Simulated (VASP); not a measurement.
Data:

```
CELL_PARAMETERS angstrom
      0.00000     3.01827     3.01827
      3.01827     0.00000     3.01827
      3.01827     3.01827     0.00000
ATOMIC_POSITIONS crystal
  Zr 0.00000 0.00000 0.00000
  As 0.25000 0.25000 0.25000
```

Computed with r2SCAN meta-GGA, VASP's PBE PAW potentials (set 64) (plane waves; VASP). Settings: 400 eV cut-off, 12×12×12 Γ-centred mesh, tetrahedra with Blöchl corrections, potentials Zr_sv As.

Problem. Predict the energy per atom (σ→0), band gap (over mesh and band path) with the smallest direct gap where there is one.

Solution. 
```yaml
band gap (over mesh and band path): none (metal, semimetal or under 0.01 eV)
energy per atom (σ→0): -19.371 eV/atom
```

Total energies compare only between runs with the same potentials, cut-off and functional.

The structure was generated: ZrAs was put into the zinc blende type (F-43m), which need not be its known phase. It was relaxed first, which changed the volume by -30 %. The electron count is odd and the run is not spin-polarised, which forces a metal.
